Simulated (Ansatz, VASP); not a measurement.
# Y2ClO2F in two plane-wave programs, part 2 of 3

Wanted: the spread between two codes on one cell, functional and k mesh. The cell is generated by rule, not measured, and may not be a known phase. Of the first pair: The cell is taken from a series of runs on this material, whose earlier steps may have relaxed, scaled, displaced or heated it; both programs get it as it stands.

VASP 6.6.1 and Ansatz 0.2.0.

So far: The structure; Ansatz: relaxation of cell and atoms, PBEsol, pair 1.

### Step 3. VASP: relaxation of cell and atoms, PBEsol, pair 1

Level of this step: PBEsol; plane waves and PAW (Y_sv, O, F, Cl); invented cell (VASP).

The same cell, functional and mesh now go to VASP, with its own data sets.

Lines of VASP's logs that name or quote its potential files are left out, and so is its time.

Input file INCAR:

```
SYSTEM = Y2ClO2F
PREC = Accurate
ENCUT = 600
EDIFF = 1E-07
NELM = 120
ISMEAR = 0
SIGMA = 0.01
LREAL = .FALSE.
ALGO = Normal
GGA = PS
NBANDS = 30
LASPH = .TRUE.
LORBIT = 11
LWAVE = .FALSE.
LCHARG = .FALSE.
ISIF = 3
IBRION = 2
NSW = 80
EDIFFG = -0.005
GGA_COMPAT = .FALSE.
NELMIN = 4
EFERMI = MIDGAP
KPAR = 2
```

Input file POSCAR:

```
Y2ClO2F
1.0
    3.9678560000      0.0000000000      0.0000000000
    0.0000000000      3.9678560000      0.0000000000
    0.0000000000      0.0000000000      5.8386830000
Y O F Cl
2 2 1 1
Direct
    0.5000000000      0.0000000000      0.6847744603
    0.0000000000      0.5000000000      0.3152255397
    0.0000000000      0.0000000000      0.4999999144
    0.5000000000      0.5000000000      0.4999999144
    0.5000000000      0.5000000000      0.0000000000
    0.0000000000      0.0000000000      0.0000000000
```

Input file KPOINTS:

```
Automatic mesh
0
Gamma
6 6 4
0 0 0
```

Potentials, in the order of the species: Y_sv, O, F and Cl (PBE family, release 64).

Launch:

```console
> mpirun -np 2 vasp_std
```

Numbers of over 12 decimals in the logs are rounded to 6 here.

The program printed:

```text
[banner, memory and clock lines left out]
running    2 mpi-ranks, on    1 nodes
 distrk:  each k-point on    1 cores,    2 groups
 distr:  one band on    1 cores,    1 groups

 POSCAR found type information on POSCAR Y O F Cl
 POSCAR found :  4 types and       6 ions
|                                                                             |
|               ----> ADVICE to this user running VASP <----                  |
|                                                                             |
|     You enforced a specific xc type in the INCAR file but a different       |
|     [... a line on the potential file left out ...]
|     I HOPE YOU KNOW WHAT YOU ARE DOING!                                     |
|                                                                             |

 LDA part: xc-table for (Slater+PW92), standard interpolation
 POSCAR, INCAR and KPOINTS ok, starting setup
 FFT: planning ... GRIDC
 FFT: planning ... GRID_SOFT
 FFT: planning ... GRID
 WAVECAR not read
 entering main loop
       N       E                     dE             d eps       ncg     rms          rms(c)
DAV:   1     0.348332511933E+03    0.34833E+03   -0.27586E+04  1800   0.175E+03
DAV:   2    -0.306754995612E+02   -0.37901E+03   -0.36376E+03  2354   0.398E+02
DAV:   3    -0.545109571222E+02   -0.23835E+02   -0.23713E+02  2502   0.907E+01
DAV:   4    -0.559405048050E+02   -0.14295E+01   -0.14281E+01  2864   0.172E+01
DAV:   5    -0.559636388801E+02   -0.23134E-01   -0.23133E-01  2232   0.221E+00    0.455E+01
DAV:   6    -0.484936726117E+02    0.74700E+01   -0.35374E+01  1968   0.369E+01    0.415E+01
DAV:   7    -0.485513254599E+02   -0.57653E-01   -0.39532E+00  2360   0.110E+01    0.249E+01
DAV:   8    -0.485296896191E+02    0.21636E-01   -0.11855E+00  2390   0.674E+00    0.209E+00
DAV:   9    -0.484687347775E+02    0.60955E-01   -0.41705E-01  2408   0.402E+00    0.105E+00
DAV:  10    -0.484705317925E+02   -0.17970E-02   -0.61244E-02  2094   0.151E+00    0.544E-01
DAV:  11    -0.484701077626E+02    0.42403E-03   -0.50644E-03  2180   0.489E-01    0.205E-01
DAV:  12    -0.484700234443E+02    0.84318E-04   -0.42682E-03  2198   0.403E-01    0.808E-02
DAV:  13    -0.484700356949E+02   -0.12251E-04   -0.77802E-04  2668   0.228E-01    0.519E-02
DAV:  14    -0.484700332386E+02    0.24563E-05   -0.10274E-04  2172   0.794E-02    0.139E-02
DAV:  15    -0.484700399539E+02   -0.67153E-05   -0.46728E-05  2288   0.429E-02    0.118E-02
DAV:  16    -0.484700387767E+02    0.11772E-05   -0.39046E-06  2324   0.160E-02    0.586E-03
DAV:  17    -0.484700385100E+02    0.26668E-06   -0.24525E-06  2206   0.947E-03    0.126E-03
DAV:  18    -0.484700384635E+02    0.46525E-07   -0.21673E-07  1742   0.283E-03
   1 F= -.48470038E+02 E0= -.48470038E+02  d E =-.484700E+02
[...]
2 F= -.48470084E+02 E0= -.48470084E+02  d E =-.457110E-04
[...]
3 F= -.48470105E+02 E0= -.48470105E+02  d E =-.660425E-04
[...]
4 F= -.48470104E+02 E0= -.48470104E+02  d E =-.659850E-04
 curvature:  -0.32 expect dE=-0.459E-05 dE for cont linesearch -0.525E-10
 trial: gam= 0.07114 g(F)=  0.131E-04 g(S)=  0.135E-05 ort = 0.183E-06 (trialstep = 0.927E+00)
 search vector abs. value=  0.155E-04
 bond charge predicted
       N       E                     dE             d eps       ncg     rms          rms(c)
DAV:   1    -0.484701081571E+02   -0.36830E-05   -0.11220E-03  1842   0.242E-01    0.261E-02
DAV:   2    -0.484701113298E+02   -0.31726E-05   -0.66080E-05  2148   0.497E-02    0.177E-02
DAV:   3    -0.484701106311E+02    0.69862E-06   -0.22380E-06  2174   0.106E-02    0.941E-03
DAV:   4    -0.484701104670E+02    0.16416E-06   -0.84997E-07  2568   0.632E-03    0.200E-03
DAV:   5    -0.484701105087E+02   -0.41672E-07   -0.10651E-07  1352   0.284E-03
   5 F= -.48470111E+02 E0= -.48470111E+02  d E =-.606017E-05
 trial-energy change:   -0.000006  1 .order   -0.000006   -0.000013    0.000001
 step:   0.8633(harm=  0.8633)  dis= 0.00051  next Energy=   -48.470111 (dE=-0.626E-05)
 reached required accuracy - stopping structural energy minimisation
```

From OUTCAR (step 3):

```text
ion  position               nearest neighbor table
   1  0.500  0.000  0.685-   3 2.26   4 2.26   4 2.26   3 2.26   5 2.71   5 2.71   6 2.71   6 2.71
                             2 3.54   2 3.54   2 3.54   2 3.54
   2  0.000  0.500  0.315-   3 2.26   4 2.26   3 2.26   4 2.26   5 2.71   6 2.71   6 2.71   5 2.71
                             1 3.54   1 3.54   1 3.54   1 3.54
   3  0.000  0.000  0.500-   2 2.26   2 2.26   1 2.26   1 2.26
   4  0.500  0.500  0.500-   2 2.26   2 2.26   1 2.26   1 2.26
   5  0.500  0.500  0.000-   1 2.71   2 2.71   1 2.71   2 2.71
   6  0.000  0.000  0.000-   1 2.71   2 2.71   2 2.71   1 2.71

  LATTYP: Found a simple tetragonal cell.
 ALAT       =     3.9678560000
 C/A-ratio  =     1.4714956894

 Subroutine GETGRP returns: Found  8 space group operations
 (whereof  8 operations were pure point group operations)

The static configuration has the point symmetry D_2d.

 Found     30 irreducible k-points:

   k-points           NKPTS =     30   k-points in BZ     NKDIM =     30   number of bands    NBANDS=     30

   dimension x,y,z NGX =    32 NGY =   32 NGZ =   48
   dimension x,y,z NGXF=    64 NGYF=   64 NGZF=   96

   ENCUT  =  600.0 eV  44.10 Ry    6.64 a.u.   7.92  7.92 11.66*2*pi/ulx,y,z

   NELECT =      48.0000    total number of electrons

 k-points in reciprocal lattice and weights: Automatic mesh
   0.00000000  0.00000000  0.00000000       0.007
   0.16666667  0.00000000  0.00000000       0.028
   0.33333333  0.00000000  0.00000000       0.028
   0.50000000  0.00000000  0.00000000       0.014
   0.16666667  0.16666667  0.00000000       0.028
   0.33333333  0.16666667  0.00000000       0.056
   0.50000000  0.16666667  0.00000000       0.028
   0.33333333  0.33333333  0.00000000       0.028
   0.50000000  0.33333333  0.00000000       0.028
[...]
0.50000000  0.33333333  0.50000000       0.028
   0.50000000  0.50000000  0.50000000       0.007

 average (electrostatic) potential at core
       1 -35.8375       2 -35.8376       3 -70.8479       4 -70.9055       5 -74.7885
       6 -92.3895

 E-fermi :   4.1976

 k-point     1 :       0.0000    0.0000    0.0000
  band No.  band energies     occupation
    ...
     20       1.0911      2.00000
     21       1.0911      2.00000
     22       1.4448      2.00000
     23       1.4448      2.00000
     24       1.6595      2.00000
     25       7.0746      0.00000
     26       7.1137      0.00000
     27       7.2025      0.00000
     28       7.6211      0.00000
     29       9.0522      0.00000
    ...

 k-point     2 :       0.1667    0.0000    0.0000
  band No.  band energies     occupation
    ...
     20       0.8593      2.00000
     21       0.8901      2.00000
     22       1.1736      2.00000
     23       1.2423      2.00000
     24       1.6253      2.00000
     25       7.2847      0.00000
     26       7.3360      0.00000
     27       7.6076      0.00000
     28       7.8970      0.00000
     29       8.8840      0.00000
    ...

 k-point     3 :       0.3333    0.0000    0.0000
  band No.  band energies     occupation
    ...
     20       0.2844      2.00000
     21       0.6127      2.00000
     22       0.8261      2.00000
     23       1.1071      2.00000
     24       1.5694      2.00000
     25       7.3910      0.00000
     26       7.7281      0.00000
     27       7.8235      0.00000
     28       8.3264      0.00000
     29       8.5767      0.00000
    ...

  Total       -0.0004737     -0.0004737      0.0016078      0.0000000      0.0000000      0.0000000
  in kB       -0.0082682     -0.0082682      0.0280639      0.0000000      0.0000000      0.0000000
  external PRESSURE =       0.0038425 kB  Pullay stress =       0.0000000 kB

  energy-cutoff  :      600.00
  volume of cell :       91.79
      direct lattice vectors                 reciprocal lattice vectors
     3.966145199  0.000000000  0.000000000     0.252133986  0.000000000  0.000000000
     0.000000000  3.966145199  0.000000000     0.000000000  0.252133986 -0.000000000
     0.000000000  0.000000000  5.835390310     0.000000000  0.000000000  0.171368143

 POSITION                                       TOTAL-FORCE (eV/Angst)
 -----------------------------------------------------------------------------------
      1.98307      3.96615      3.99670         0.000000     -0.000000     -0.000761
      0.00000      1.98307      1.83869         0.000000      0.000000      0.000761
      0.00000      3.96615      2.91769         0.000000     -0.000000      0.000000
      1.98307      1.98307      2.91769         0.000000     -0.000000      0.000000
      1.98307      1.98307      5.83539         0.000000      0.000000      0.000000
      3.96615      3.96615      5.83539         0.000000      0.000000      0.000000
 -----------------------------------------------------------------------------------
    total drift:                                0.000000      0.000000      0.001296

  FREE ENERGIE OF THE ION-ELECTRON SYSTEM (eV)
  ---------------------------------------------------
  free  energy   TOTEN  =       -48.4701105087 eV

  energy  without entropy=      -48.4701105087  energy(sigma->0) =      -48.47011051

 reached required accuracy - stopping structural energy minimisation

 total charge
# of ion       s       p       d       f       tot
--------------------------------------------------
    1        2.171   6.435   0.981   0.139   9.726
    2        2.171   6.435   0.981   0.139   9.726
    3        1.551   3.492   0.000   0.000   5.043
    4        1.550   3.489   0.000   0.000   5.039
    5        1.730   4.327   0.000   0.000   6.056
    6        1.589   3.619   0.000   0.000   5.208
--------------------------------------------------
tot         10.761  27.796   1.962   0.278  40.797

[... 3 further parts left out ...]
```

CONTCAR:

```
Y2ClO2F
   1.00000000000000
     3.9661451987648930    0.0000000000000000    0.0000000000000000
     0.0000000000000000    3.9661451987648930    0.0000000000000000
     0.0000000000000000    0.0000000000000000    5.8353903100382079
  Y               O               F               Cl
     2     2     1     1
Direct
     0.5000000000000000    1.0000000000000000    0.6849078195698450
     0.0000000000000000    0.5000000000000000    0.3150921804301548
     0.0000000000000000    1.0000000000000000    0.4999999144000000
     0.5000000000000000    0.5000000000000000    0.4999999144000000
     0.5000000000000000    0.5000000000000000    1.0000000000000000
     1.0000000000000000    1.0000000000000000    1.0000000000000000
```

### Step 4. Differences

Known differences besides the potentials themselves: fixed occupations in Ansatz, narrow Gaussian smearing in VASP; the cutoff is 420 eV in Ansatz and 600 eV in VASP; Ansatz makes its cores anew for this functional, VASP keeps those of its PBE data sets; Ansatz adds a Pulay correction to the stress that steers its cell, VASP none. Total energies have different zeros and are not compared.

Compared:

```csv
quantity,Ansatz,VASP,difference
volume (Å³),91.92,91.79,+0.14 %
"edge a after relaxation, in the typed setting (Å)",3.968,3.966,+0.05 %
"edge c after relaxation, in the typed setting (Å)",5.839,5.835,+0.06 %
```

### Step 5. VASP: relaxation of cell and atoms, PBEsol, pair 2

The relaxed volume is the usual yardstick between codes: in a stiff, nearly cubic crystal its relative difference is about their pressure difference at one cell divided by the bulk modulus.

INCAR: that of step 3 with these lines changed.

```diff
@@ -6,3 +6,3 @@
 ISMEAR = 0
-SIGMA = 0.01
+SIGMA = 0.02
 LREAL = .FALSE.
```

Input file POSCAR:

```
Y2ClO2F
1.0
    3.9669060000      0.0000000000      0.0000000000
    0.0000000000      3.9669060000      0.0000000000
    0.0000000000      0.0000000000      5.8359810000
Y O F Cl
2 2 1 1
Direct
    0.5000000000      0.0000000000      0.6848283091
    0.0000000000      0.5000000000      0.3151718623
    0.0000000000      0.0000000000      0.5000000857
    0.5000000000      0.5000000000      0.5000000857
    0.5000000000      0.5000000000      0.0000000000
    0.0000000000      0.0000000000      0.0000000000
```

KPOINTS is that of step 3.

Launch:

```console
> mpirun -np 2 vasp_std
```

The program printed:

```text
[banner, memory and clock lines left out]
running    2 mpi-ranks, on    1 nodes
[...]
[... a notice as in an earlier step ...]

 LDA part: xc-table for (Slater+PW92), standard interpolation
 POSCAR, INCAR and KPOINTS ok, starting setup
[...]
entering main loop
       N       E                     dE             d eps       ncg     rms          rms(c)
DAV:   1     0.341510366724E+03    0.34151E+03   -0.27562E+04  1800   0.175E+03
DAV:   2    -0.309226042300E+02   -0.37243E+03   -0.35896E+03  2344   0.395E+02
DAV:   3    -0.544990966091E+02   -0.23576E+02   -0.23454E+02  2544   0.895E+01
DAV:   4    -0.559376855961E+02   -0.14386E+01   -0.14369E+01  2854   0.173E+01
[...]
DAV:  16    -0.484699284974E+02    0.96207E-06   -0.32007E-06  2312   0.146E-02    0.655E-03
DAV:  17    -0.484699280669E+02    0.43050E-06   -0.32395E-06  2190   0.110E-02    0.119E-03
DAV:  18    -0.484699280340E+02    0.32864E-07   -0.22058E-07  1786   0.323E-03
   1 F= -.48469928E+02 E0= -.48469928E+02  d E =-.484699E+02
[...]
N       E                     dE             d eps       ncg     rms          rms(c)
DAV:   1    -0.484700764045E+02   -0.14834E-03   -0.35547E-03  2040   0.407E-01    0.114E-01
DAV:   2    -0.484699597666E+02    0.11664E-03   -0.64376E-04  2146   0.161E-01    0.395E-02
DAV:   3    -0.484699363532E+02    0.23413E-04   -0.59545E-05  2316   0.563E-02    0.308E-02
DAV:   4    -0.484699327903E+02    0.35629E-05   -0.35647E-05  2982   0.318E-02    0.261E-02
DAV:   5    -0.484699349454E+02   -0.21551E-05   -0.31876E-06  2284   0.130E-02    0.129E-02
DAV:   6    -0.484699364189E+02   -0.14735E-05   -0.26095E-06  3236   0.768E-03    0.159E-03
DAV:   7    -0.484699364867E+02   -0.67844E-07   -0.35527E-07  1956   0.411E-03
   2 F= -.48469936E+02 E0= -.48469936E+02  d E =-.845274E-05
 trial-energy change:   -0.000008  1 .order   -0.000008   -0.000023    0.000007
 step:   0.7669(harm=  0.7669)  dis= 0.00023  next Energy=   -48.469937 (dE=-0.889E-05)
 reached required accuracy - stopping structural energy minimisation
```

OUTCAR, selected parts (step 5):

```text
  Total        0.0144952      0.0144952      0.0133577      0.0000000     -0.0000000      0.0000000
  in kB        0.2530527      0.2530527      0.2331939      0.0000000     -0.0000000      0.0000000
  external PRESSURE =       0.2464331 kB  Pullay stress =       0.0000000 kB

 POSITION                                       TOTAL-FORCE (eV/Angst)
 -----------------------------------------------------------------------------------
      1.98295     -0.00000      3.99625        -0.000000     -0.000000      0.004332
      0.00000      1.98295      1.83872         0.000000      0.000000     -0.004332
      0.00000     -0.00000      2.91749         0.000000     -0.000000      0.000000
      1.98295      1.98295      2.91749         0.000000      0.000000      0.000000
      1.98295      1.98295      0.00000         0.000000     -0.000000      0.000000
      0.00000      0.00000      0.00000         0.000000     -0.000000      0.000000
 -----------------------------------------------------------------------------------
    total drift:                                0.000000     -0.000000     -0.001921

  FREE ENERGIE OF THE ION-ELECTRON SYSTEM (eV)
  ---------------------------------------------------
  free  energy   TOTEN  =       -48.4699364867 eV

  energy  without entropy=      -48.4699364867  energy(sigma->0) =      -48.46993649

[... 2 parts as in an earlier step ...]

[... 2 further parts left out ...]
[key lines of the parts left out:]
E-fermi :   4.1990
```

### Step 6. Ansatz: relaxation of cell and atoms, PBEsol, pair 2

The same cell, functional, mesh and smearing now go to Ansatz, which takes its cutoff from its data sets.

The cell is taken from a series of runs on this material, whose earlier steps may have relaxed, scaled, displaced or heated it; both programs get it as it stands.

Input file input.yaml:

```yaml
crystal:
  lattice:
    - [3.9669061691, 0.0, 0.0]
    - [0.0, 3.9669061691, 0.0]
    - [0.0, 0.0, 5.8359814391]
  atoms:
    - { symbol: "Y", position: [0.5, 0.0, 0.6848282164] }
    - { symbol: "Y", position: [0.0, 0.5, 0.3151717836] }
    - { symbol: O, position: [0.0, 0.0, 0.5] }
    - { symbol: O, position: [0.5, 0.5, 0.5] }
    - { symbol: F, position: [0.5, 0.5, 0.0] }
    - { symbol: Cl, position: [0.0, 0.0, 0.0] }
kpoints:
  mp_grid: { grid: [6, 6, 4] }
hamiltonian:
  xc: pbesol
scf:
  occupations: { method: gaussian, width: 0.02 }
output:
  forces: true
  stress: true
  eigenvalues: true
relax:
  adjacent_minimum: "off"
  f_tol: 0.005
  max_steps: 80
  cell: { stress_tol: 0.05 }
```

Launch:

```console
> ansatz run input.yaml --threads 8 --pin off --max-ram 14336MiB --backend cpu --events-out ev --progress --plain --runs-dir out
```

The program printed:

```text
[...]
Crystal: 6 atoms, lattice volume = 91.837 Å³
Basis set: ecut = 420 eV, 1803 PW (Γ), exchange–correlation on 54×54×80 points (8 copies of the dense FFT grid, shifted against one another)
Bands: 30, of which v1, the nominal top of the filled ones, is band 24 counted from 1 (23 counted from 0)
Symmetry: 8 space group operations
[...]
k-points: 30 of 144 (time reversal used)
[...]
cell:  # Å, volume = 91.9235 Å³
    - [3.967856, 0.0, 0]
    - [0.0, 3.967856, 0.0]
    - [0, 0.0, 5.838683]
  atoms:
    - { symbol: Y, position: [0.5, 0.0, 0.684774] }
    - { symbol: Y, position: [0, 0.5, 0.315226] }
    - { symbol: O, position: [0, 0.0, 0.500000] }
    - { symbol: O, position: [0.5, 0.5, 0.500000] }
    - { symbol: F, position: [0.5, 0.5, 0] }
    - { symbol: Cl, position: [0, 0.0, 0] }
[key lines of the parts left out:]
SCF converged after 6 iterations
Free energy (F): -10585.604274 eV
Fermi energy:    9.779834 eV
P = ⅓ Tr σ = 0.0011 GPa (0.011 kbar)
```

### Step 7. Side by side

Both answers:

```csv
quantity,Ansatz,VASP,difference
volume (Å³),91.92,91.77,+0.16 %
"edge a after relaxation, in the typed setting (Å)",3.968,3.966,+0.05 %
"edge c after relaxation, in the typed setting (Å)",5.839,5.835,+0.06 %
```

(Part 2 of 3 ends here.)

[Lines on the potential files, build, host, timing and source positions are cut from VASP's logs without a mark.]

[Logs are printed without paths, hosts, clocks, repeated set-up lines and the standing remarks that a program may print on its own settings, such as how far it seeks lower states.]

[Hosts, paths, dates, database ids (printed as entryN), source tags and the programs' standing remarks are cut or masked in the printed files.]
